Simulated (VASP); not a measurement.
Input:

```
HgTe
1.0
    0.00000     3.36259     3.36259
    3.36259     0.00000     3.36259
    3.36259     3.36259     0.00000
Hg Te
1 1
Direct
  0.00000   0.00000   0.00000
  0.25000   0.25000   0.25000
```

The numbers are results of rev-vdW-DF2, VASP's PBE PAW potentials (set 64) (plane waves; VASP), not measurements. Run with 520 eV cut-off, 10×10×10 Γ-centred mesh, first-order Methfessel-Paxton smearing of 0.10 eV, potentials Hg Te.

Q: The job: HgTe (zinc blende), 2 atoms, rev-vdW-DF2, static run, 520 eV, 10×10×10 Γ-centred mesh. Roughly how much core time does it take on a busy server core?

A: About 80 core-seconds (one run on a shared machine, a rough figure). It had 47 irreducible k-points, 13 bands, up to 2085 plane waves and 13 electronic steps.

The compound is HgTe in the zinc blende structure. This cell is one point of a volume scan, at 1.06 of the reference volume.
